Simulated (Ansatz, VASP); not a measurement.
**Cross-check of YSb between VASP and Ansatz**

Aim: how closely do two programs agree when they are given the same cell, functional and k mesh? The cell is generated by rule, not measured, and may not be a known phase. The cell is taken from a series of runs on this material, whose earlier steps may have relaxed, scaled, displaced or heated it; both programs get it as it stands.

Main program and level: Ansatz 0.2.0; plane waves, with VASP 6.6.1 beside it; relaxation of cell and atoms at LDA.

The structure was built from a prototype and need not be the compound's stable phase.

## Step 1: The starting structure

The structure is cubic, space group F-43m (No. 216). The conventional cell has a = 6.793 Å, b = 6.793 Å, c = 6.793 Å, α = 90.00°, β = 90.00°, γ = 90.00°. Nearest to Y lie 4 Sb at 2.94 Å. Nearest to Sb lie 4 Y at 2.94 Å. Farther neighbours are not listed.

## Step 2: Ansatz: relaxation of cell and atoms, LDA

Ansatz runs on its default PAW (the set named soft_2) files.

The relaxed volume is the usual yardstick between codes: in a stiff, nearly cubic crystal its relative difference is about their pressure difference at one cell divided by the bulk modulus.

Input file input.yaml:

```yaml
crystal:
  lattice:
    - [0.0, 3.3963423, 3.3963423]
    - [3.3963423, 0.0, 3.3963423]
    - [3.3963423, 3.3963423, 0.0]
  atoms:
    - { symbol: "Y", position: [0.0, 0.0, 0.0] }
    - { symbol: Sb, position: [0.25, 0.25, 0.25] }
kpoints:
  mp_grid: { grid: [8, 8, 8] }
hamiltonian:
  xc: lda
scf:
  occupations: { method: fixed }
output:
  forces: true
  stress: true
  eigenvalues: true
relax:
  adjacent_minimum: "off"
  f_tol: 0.001
  max_steps: 60
  cell: { stress_tol: 0.01 }
```

The run is started by

```bash
$ ansatz run input.yaml --threads 4 --pin off --max-ram 7168MiB --backend cpu --events-out ev --progress --plain --runs-dir out
```

Numbers of over 12 decimals in the logs are rounded to 6 here.

What it wrote:

```text
Engine: ansatz 0.2.0, aarch64-unknown-linux-gnu
Pseudopotentials: kind: paw
Pseudopotential: Y, paw, valence charge 11, recommended cutoff 420 eV (normal), Y.paw.azcp
Pseudopotential: Sb, paw, valence charge 15, recommended cutoff 420 eV (normal), Sb.paw.azcp
Functional definition: SPW92
  exchange = slater_x
  correlation = pw_c
Crystal: 2 atoms, lattice volume = 78.355 Å³
Basis set: ecut = 420 eV, 1471 PW (Γ)
Bands: 17, of which v1, the nominal top of the filled ones, is band 13 counted from 1 (12 counted from 0)
Symmetry: 24 space group operations
Space group: F-43m (ITA 216), of the structure as read, at distance tolerance 4.3e-5 Å
k-points: 29 of 512 (time reversal used)
Non-local potential: Y, projectors of the file, l = 0: 3, l = 1: 2, l = 2: 2, l = 3: 1
Non-local potential: Sb, projectors of the file, l = 0: 2, l = 1: 2, l = 2: 2, l = 3: 2
PAW form: soft (Blöchl's): semilocal exchange-correlation on the pseudo side does not see the compensation charge
PAW frozen core: Y, regenerated for the run's functional, and the local potential with it (the file was generated under x = pbe(κ = 0.804, μ = 0.219515), c = pbe(β = 0.066725))
PAW frozen core: Sb, regenerated for the run's functional, and the local potential with it (the file was generated under x = pbe(κ = 0.804, μ = 0.219515), c = pbe(β = 0.066725))
PAW one-centre angular grid: Y, 590 points (default); XC on 64 Gauss nodes
PAW one-centre angular grid: Sb, 590 points (default); XC on 64 Gauss nodes
Initial density: superposition of atomic densities (neutral atoms: chi_scale 0, normalization atom), corrected by the library's trained network
Initial wavefunctions: pseudopotential atomic-orbital guess
Functional: x = slater, c = lda
SCF iter   1: F=—  HF=-10082.519298 eV  |F-HF|=—  |Δ(HF+E_count)|=         —  Δρ=5.62e-3  dr2=9.04e-3  ethr=1.77e-3  ⟨swp⟩=5.0  Hψ=2129  notcnv=0  defer=48
preconditioner: auto → none  [insulator: Δε(μ)=1.320 eV  Ē_g=5.661 eV  n_scr=14 (ndim 8)  ℏωp=11.9 eV  f_vac=0.040  ε∞_Penn≈5.4]
SCF iter   2: F=—  HF=-10082.517620 eV  |F-HF|=—  |Δ(HF+E_count)|=   1.68e-3  Δρ=2.59e-3  dr2=1.87e-3  ethr=3.48e-5  ⟨swp⟩=2.3  Hψ=929  notcnv=0  defer=56
SCF iter   3: F=—  HF=-10082.517738 eV  |F-HF|=—  |Δ(HF+E_count)|=   1.18e-4  Δρ=5.52e-4  dr2=5.17e-4  ethr=7.20e-6  ⟨swp⟩=2.0  Hψ=927  notcnv=0  defer=57
SCF iter   4: F=—  HF=-10082.517557 eV  |F-HF|=—  |Δ(HF+E_count)|=   1.81e-4  Δρ=1.24e-4  dr2=1.06e-5  ethr=1.99e-6  ⟨swp⟩=3.0  Hψ=920  notcnv=0  defer=55
SCF iter   5: F=—  HF=-10082.517554 eV  |F-HF|=—  |Δ(HF+E_count)|=   2.93e-6  Δρ=4.35e-5  dr2=9.28e-7  ethr=4.07e-8  ⟨swp⟩=2.0  Hψ=840  notcnv=0  defer=1
SCF iter   6: F=-10082.517553 eV  HF=-10082.517553 eV  |F-HF|=3.59e-9  |Δ(HF+E_count)|=   4.63e-7  Δρ=4.21e-6  dr2=1.04e-8  ethr=3.85e-10  ⟨swp⟩=7.5  Hψ=2583  notcnv=0
SCF 1 converged in 6 iterations: F = -10082.517553 eV  dr2 = 1.04e-8
  greatest PAW one-centre occupation: 0.997 electrons in one spin orbital (limit 2), on the Sb atom at site 1 (counted from 0), in its partial waves of l = 2
relax step   1: F+E_penalty+E_count = -10082.51755322 eV  Δ(F+E_penalty+E_count) = +0.000e0 eV  max|allowed force component| = 1.584e-16 eV/Å  Δτ_max = 0.0000 Å  P = -0.013 GPa  Ω = 78.355 Å³  (6 SCF iters, dr2 threshold 1.00e-7 eV, accepted)
[...]
relax step   2: F+E_penalty+E_count = -10082.51755679 eV  Δ(F+E_penalty+E_count) = -3.568e-6 eV  max|allowed force component| = 1.295e-16 eV/Å  Δτ_max = 0.0000 Å  P = +0.008 GPa  Ω = 78.317 Å³  energy of the carried Pulay correction = +2.956e-6 eV  (5 SCF iters, dr2 threshold 4.12e-10 eV, accepted)
[...]
relax step   3: F+E_penalty+E_count = -10082.51755197 eV  Δ(F+E_penalty+E_count) = +4.816e-6 eV  max|allowed force component| = 1.180e-16 eV/Å  Δτ_max = 0.0000 Å  P = +0.008 GPa  Ω = 78.317 Å³  stress off target by 7.66e-3 GPa  SCF on the basis re-selected at this cell (its energy is not comparable with the rows above)  (6 SCF iters)
basis re-selected at this cell: Δ(F+E_penalty+E_count) = +4.816e-6 eV, ΔP = +0.000 GPa vs the last step (what re-selecting the basis moved, of the pressure what is left beyond the Pulay correction that the steps carried, after the strain that the cell walked since its last selection, with what the two solves' SCF thresholds leave and, on support functions, any second-order correction that the steps lacked; it is no m [...]
SCF converged after 6 iterations
Free energy (F): -10082.517552 eV
Harris-Foulkes:  -10082.517552 eV  (|F-HF|=1.82e-12)
Internal energy: -10082.517552 eV  (E = F + TS)
E sigma→0 (E₀):  -10082.517552 eV
Fermi energy:    5.512905 eV
--- Per-component energies (eV) ---
  E_band       = -360.597738
  E_kinetic    = 514.874029
  E_local      = -2744.594242  (includes V_loc(G=0)·N_el)
  E_nonlocal   = 421.507003
  E_hartree    = 1149.199028
  E_xc         = -309.503442
  E_vxc        = -295.813109  (∫ρ·V_xc dr)
  E_paw        = -7152.629850  (= ΣΔE_a)
  E_vpaw       = -554.969511  (= ΣTr[D̂ρ^β])
  E_aug_tail   = -0.000001  (compensation charges beyond the density's cutoff)
  E_ewald      = -1962.258486
  E_core_change = 0.888409  (= ΣΔE_core)
  E_smearing   = -0.000000  (= −TS)
  E_closure    = -0.000000  (closes the sum)
  Σ components = -10082.517552   (vs F -10082.517552, Δ=0.00e0)
--- Forces (eV/Å), atoms counted from 1 ---
  atom   1  Y     -0.00000000    -0.00000000    -0.00000000
  atom   2  Sb     0.00000000     0.00000000     0.00000000
  max |Σ_I F_I| component: 1.62e-16 eV/Å
--- Stress (GPa, compression-positive) ---
        0.007658      -0.000000      -0.000000
       -0.000000       0.007658       0.000000
       -0.000000       0.000000       0.007658
  P = ⅓ Tr σ = 0.0077 GPa (0.077 kbar)
--- Band table (eV; the first three rows and the last of 29) ---
  k-point 0: bands = [... 9 lower, -2.6667, 4.8889, 4.8889, 4.8889, 8.2482, 8.2482, 8.3390, 11.8935]
  k-point 1: bands = [... 9 lower, -2.5838, 4.6103, 4.9351, 4.9351, 8.1800, 8.1800, 8.8401, 11.2034]
  k-point 2: bands = [... 9 lower, -2.3754, 4.1302, 5.0353, 5.0353, 8.1353, 8.1353, 9.5613, 10.0973]
  k-point 28: bands = [... 9 lower, -1.8489, 4.2772, 4.2881, 5.4240, 6.9258, 8.2208, 8.7092, 9.3026]
--- Relaxed structure (2 steps of the walk, 2 accepted, 1 SCFs on fresh bases) ---
  F+E_penalty+E_count = -10082.51755197 eV   max|allowed force component| = 1.180e-16 eV/Å   (the final SCF, on the basis selected at the relaxed cell)
  cell:  # Å, volume = 78.3171 Å³
    - [0, 3.395801, 3.395801]
    - [3.395801, 0, 3.395801]
    - [3.395801, 3.395801, 0]
  atoms:
    - { symbol: Y, position: [0, 0, 0] }
    - { symbol: Sb, position: [0.250000, 0.250000, 0.250000] }
```

In the SCF lines HF is the Harris–Foulkes energy and dr2 the Hartree energy of the density residual, in eV; the loop may stop once dr2 is under the threshold and the program's other checks hold. Hψ counts applications of the Hamiltonian.

## Step 3: VASP: relaxation of cell and atoms, LDA

The same cell, functional (in two slightly different forms) and mesh now go to VASP, with its own data sets.

Lines of VASP's logs that name or quote its potential files are left out, and so is its time.

Input file INCAR:

```
SYSTEM = YSb
PREC = Accurate
ENCUT = 500
EDIFF = 1E-07
NELM = 120
ISMEAR = 0
SIGMA = 0.01
LREAL = .FALSE.
ALGO = Normal
GGA = CA
NBANDS = 14
LASPH = .TRUE.
LORBIT = 11
LWAVE = .FALSE.
LCHARG = .FALSE.
ISIF = 3
IBRION = 2
NSW = 80
EDIFFG = -0.005
GGA_COMPAT = .FALSE.
NELMIN = 4
EFERMI = MIDGAP
```

Input file POSCAR:

```
YSb
1.0
    0.0000000000      3.3963420000      3.3963420000
    3.3963420000      0.0000000000      3.3963420000
    3.3963420000      3.3963420000      0.0000000000
Y Sb
1 1
Direct
    0.0000000000      0.0000000000      0.0000000000
    0.2500000000      0.2500000000      0.2500000000
```

Input file KPOINTS:

```
Automatic mesh
0
Gamma
8 8 8
0 0 0
```

The projector-augmented-wave data sets are Y_sv and Sb (LDA family, release 64).

The run is started by

```bash
$ mpirun -np 1 vasp_std
```

What it wrote:

```text
[banner, memory and clock lines left out]
running    1 mpi-ranks, on    1 nodes
 distrk:  each k-point on    1 cores,    1 groups
 distr:  one band on    1 cores,    1 groups

 POSCAR found type information on POSCAR Y Sb
 POSCAR found :  2 types and       2 ions
 LDA part: xc-table for (Slater(with rela. corr.)+CA(PZ))
 , standard interpolation
 POSCAR, INCAR and KPOINTS ok, starting setup
 FFT: planning ... GRIDC
 FFT: planning ... GRID_SOFT
 FFT: planning ... GRID
 WAVECAR not read
 entering main loop
       N       E                     dE             d eps       ncg     rms          rms(c)
DAV:   1     0.574534548570E+02    0.57453E+02   -0.67248E+03   812   0.958E+02
DAV:   2    -0.101812372387E+02   -0.67635E+02   -0.62923E+02  1048   0.196E+02
DAV:   3    -0.138419456321E+02   -0.36607E+01   -0.36099E+01  1266   0.365E+01
DAV:   4    -0.140302906862E+02   -0.18835E+00   -0.18822E+00  1094   0.754E+00
DAV:   5    -0.140338283420E+02   -0.35377E-02   -0.35372E-02  1204   0.990E-01    0.244E+01
DAV:   6    -0.129695596597E+02    0.10643E+01   -0.17812E+00   974   0.647E+00    0.178E+01
DAV:   7    -0.129153214541E+02    0.54238E-01   -0.10170E+00  1126   0.486E+00    0.422E+00
DAV:   8    -0.128830300861E+02    0.32291E-01   -0.29911E-01   902   0.308E+00    0.601E-01
DAV:   9    -0.128775547592E+02    0.54753E-02   -0.26104E-02   914   0.105E+00    0.144E-01
DAV:  10    -0.128776496614E+02   -0.94902E-04   -0.14605E-03  1042   0.260E-01    0.136E-01
DAV:  11    -0.128776105790E+02    0.39082E-04   -0.12265E-04  1176   0.952E-02    0.698E-02
DAV:  12    -0.128776035352E+02    0.70439E-05   -0.56453E-05  1098   0.388E-02    0.186E-02
DAV:  13    -0.128776043158E+02   -0.78063E-06   -0.65424E-06  1042   0.157E-02    0.751E-03
DAV:  14    -0.128776042350E+02    0.80751E-07   -0.43800E-07  1060   0.457E-03
   1 F= -.12877604E+02 E0= -.12877604E+02  d E =-.128776E+02
 curvature:   0.00 expect dE= 0.000E+00 dE for cont linesearch  0.000E+00
 trial: gam= 0.00000 g(F)=  0.111E-49 g(S)=  0.204E-03 ort = 0.000E+00 (trialstep = 0.100E+01)
 search vector abs. value=  0.204E-03
 bond charge predicted
       N       E                     dE             d eps       ncg     rms          rms(c)
DAV:   1    -0.128791714722E+02   -0.15672E-02   -0.26862E-02  1296   0.106E+00    0.266E-01
DAV:   2    -0.128778883520E+02    0.12831E-02   -0.29018E-03  1204   0.390E-01    0.139E-01
DAV:   3    -0.128775859514E+02    0.30240E-03   -0.15543E-03  1376   0.204E-01    0.115E-01
DAV:   4    -0.128776470740E+02   -0.61123E-04   -0.95171E-05  1022   0.773E-02    0.270E-02
DAV:   5    -0.128776567930E+02   -0.97189E-05   -0.10741E-04  1306   0.423E-02    0.163E-02
DAV:   6    -0.128776606539E+02   -0.38609E-05   -0.51894E-06  1076   0.148E-02    0.509E-03
DAV:   7    -0.128776607186E+02   -0.64705E-07   -0.95055E-07  1218   0.503E-03
   2 F= -.12877661E+02 E0= -.12877661E+02  d E =-.564835E-04
 trial-energy change:   -0.000056  1 .order   -0.000045   -0.000204    0.000114
 step:   0.6877(harm=  0.6413)  dis= 0.00000  next Energy=   -12.877678 (dE=-0.740E-04)
 bond charge predicted
       N       E                     dE             d eps       ncg     rms          rms(c)
DAV:   1    -0.128778094839E+02   -0.14883E-03   -0.25622E-03  1304   0.328E-01    0.785E-02
DAV:   2    -0.128776942446E+02    0.11524E-03   -0.27223E-04  1228   0.117E-01    0.406E-02
DAV:   3    -0.128776684319E+02    0.25813E-04   -0.13801E-04  1380   0.609E-02    0.350E-02
DAV:   4    -0.128776744386E+02   -0.60066E-05   -0.89343E-06  1022   0.234E-02    0.849E-03
DAV:   5    -0.128776757565E+02   -0.13180E-05   -0.10406E-05  1308   0.129E-02    0.524E-03
DAV:   6    -0.128776761761E+02   -0.41957E-06   -0.52191E-07  1084   0.474E-03    0.158E-03
DAV:   7    -0.128776761845E+02   -0.83714E-08   -0.93127E-08   834   0.191E-03
   3 F= -.12877676E+02 E0= -.12877676E+02  d E =-.719495E-04
 curvature:  -0.32 expect dE=-0.152E-10 dE for cont linesearch -0.152E-10
 trial: gam=-0.00048 g(F)=  0.207E-49 g(S)=  0.481E-10 ort = 0.991E-07 (trialstep = 0.938E+00)
 search vector abs. value=  0.100E-09
 reached required accuracy - stopping structural energy minimisation
```

OUTCAR, selected parts (step 3):

```text
ion  position               nearest neighbor table
   1  0.000  0.000  0.000-   2 2.94   2 2.94   2 2.94   2 2.94
   2  0.250  0.250  0.250-   1 2.94   1 2.94   1 2.94   1 2.94

  LATTYP: Found a face centered cubic cell.
 ALAT       =     6.7926840000

 Subroutine GETGRP returns: Found 24 space group operations
 (whereof 24 operations were pure point group operations)

The static configuration has the point symmetry T_d .

 Found     29 irreducible k-points:

   k-points           NKPTS =     29   k-points in BZ     NKDIM =     29   number of bands    NBANDS=     14

   dimension x,y,z NGX =    36 NGY =   36 NGZ =   36
   dimension x,y,z NGXF=    72 NGYF=   72 NGZF=   72

   ENCUT  =  500.0 eV  36.75 Ry    6.06 a.u.   8.76  8.76  8.76*2*pi/ulx,y,z

   NELECT =      16.0000    total number of electrons

 k-points in reciprocal lattice and weights: Automatic mesh
   0.00000000  0.00000000  0.00000000       0.002
   0.12500000  0.00000000  0.00000000       0.016
   0.25000000  0.00000000  0.00000000       0.016
   0.37500000  0.00000000  0.00000000       0.016
   0.50000000  0.00000000  0.00000000       0.008
   0.12500000  0.12500000  0.00000000       0.012
   0.25000000  0.12500000  0.00000000       0.047
   0.37500000  0.12500000  0.00000000       0.047
   0.50000000  0.12500000  0.00000000       0.047
[...]
-0.37500000  0.50000000  0.12500000       0.023
  -0.25000000  0.50000000  0.25000000       0.012

 average (electrostatic) potential at core
       1 -38.2686       2 -89.3620

 E-fermi :   2.5354

 k-point     1 :       0.0000    0.0000    0.0000
  band No.  band energies     occupation
    ...
      4     -20.2154      2.00000
      5      -6.2467      2.00000
      6       1.2601      2.00000
      7       1.2601      2.00000
      8       1.2601      2.00000
      9       4.5974      0.00000
     10       4.5974      0.00000
     11       4.7257      0.00000
     12       8.2349      0.00000
     13       8.2349      0.00000
    ...

 k-point     2 :       0.1250    0.0000    0.0000
  band No.  band energies     occupation
    ...
      4     -20.2164      2.00000
      5      -6.1628      2.00000
      6       0.9827      2.00000
      7       1.3063      2.00000
      8       1.3063      2.00000
      9       4.5297      0.00000
     10       4.5297      0.00000
     11       5.2241      0.00000
     12       7.5468      0.00000
     13       8.1964      0.00000
    ...

 k-point     3 :       0.2500    0.0000    0.0000
  band No.  band energies     occupation
    ...
      4     -20.2188      2.00000
      5      -5.9514      2.00000
      6       0.5031      2.00000
      7       1.4067      2.00000
      8       1.4067      2.00000
      9       4.4855      0.00000
     10       4.4855      0.00000
     11       5.9283      0.00000
     12       6.4525      0.00000
     13       7.6283      0.00000
    ...

  Total        0.0000258      0.0000258      0.0000258      0.0000000      0.0000000      0.0000000
  in kB        0.0005256      0.0005256      0.0005256      0.0000000      0.0000000      0.0000000
  external PRESSURE =       0.0005256 kB  Pullay stress =       0.0000000 kB

  energy-cutoff  :      500.00
  volume of cell :       78.56
      direct lattice vectors                 reciprocal lattice vectors
    -0.000000000  3.399335480  3.399335480    -0.147087571  0.147087571  0.147087571
     3.399335480 -0.000000000  3.399335480     0.147087571 -0.147087571  0.147087571
     3.399335480  3.399335480 -0.000000000     0.147087571  0.147087571 -0.147087571

 POSITION                                       TOTAL-FORCE (eV/Angst)
 -----------------------------------------------------------------------------------
      0.00000      0.00000      0.00000         0.000000      0.000000      0.000000
      1.69967      1.69967      1.69967        -0.000000     -0.000000     -0.000000
 -----------------------------------------------------------------------------------
    total drift:                                0.000000      0.000000      0.000000

  FREE ENERGIE OF THE ION-ELECTRON SYSTEM (eV)
  ---------------------------------------------------
  free  energy   TOTEN  =       -12.8776761845 eV

  energy  without entropy=      -12.8776761845  energy(sigma->0) =      -12.87767618

 reached required accuracy - stopping structural energy minimisation

 total charge
# of ion       s       p       d       f       tot
--------------------------------------------------
    1        2.225   6.290   0.931   0.025   9.470
    2        1.129   1.498   0.005   0.000   2.632
--------------------------------------------------
tot          3.353   7.788   0.936   0.025  12.102

[... 3 further parts left out ...]
```

CONTCAR:

```
YSb
   1.00000000000000
    -0.0000000000000000    3.3993354796074606    3.3993354796074606
     3.3993354796074606   -0.0000000000000000    3.3993354796074606
     3.3993354796074606    3.3993354796074606   -0.0000000000000000
  Y               Sb
     1     1
Direct
     0.0000000000000000    0.0000000000000000    0.0000000000000000
     0.2500000000000000    0.2500000000000000    0.2500000000000000
```

## Step 4: Comparison

Known differences besides the potentials themselves: the two LDA forms differ slightly; fixed occupations in Ansatz, narrow Gaussian smearing in VASP; the data sets hold 26 valence electrons in Ansatz (on its default PAW (the set named soft_2) files) and 16 in VASP; the cutoff is 420 eV in Ansatz and 500 eV in VASP; VASP's log shows a relativistic correction to its local exchange, Ansatz's none; Ansatz adds a Pulay correction to the stress that steers its cell, VASP none. Total energies have different zeros and are not compared.

The two programs side by side:

```tsv
quantity	Ansatz	VASP	difference
volume (Å³)	78.32	78.56	-0.31 %
edge a after relaxation, in the typed setting (Å)	4.802	4.807	-0.10 %
```

## Step 5: What came out

```yaml
difference_in_volume_relaxation_of_cell_and_atoms_lda: -0.31 %
```

**Reading.** The difference in volume is -0.31 % (relaxation of cell and atoms, LDA), within the 1.2 % picked in this series as the mark of a large difference, as far as the stopping tolerances let one tell. The data sets hold unlike numbers of valence electrons (26 in Ansatz and 16 in VASP), so part of the differences comes from the potentials. 1 further run of this series is not shown here. How closely two codes agree says nothing of how well the functional describes the real material.

[Lines on the potential files, build, host, timing and source positions are cut from VASP's logs without a mark.]

[Logs are printed without paths, hosts, clocks, repeated set-up lines and the standing remarks that a program may print on its own settings, such as how far it seeks lower states.]

[Hosts, paths, dates, database ids (printed as entryN), source tags and the programs' standing remarks are cut or masked in the printed files.]
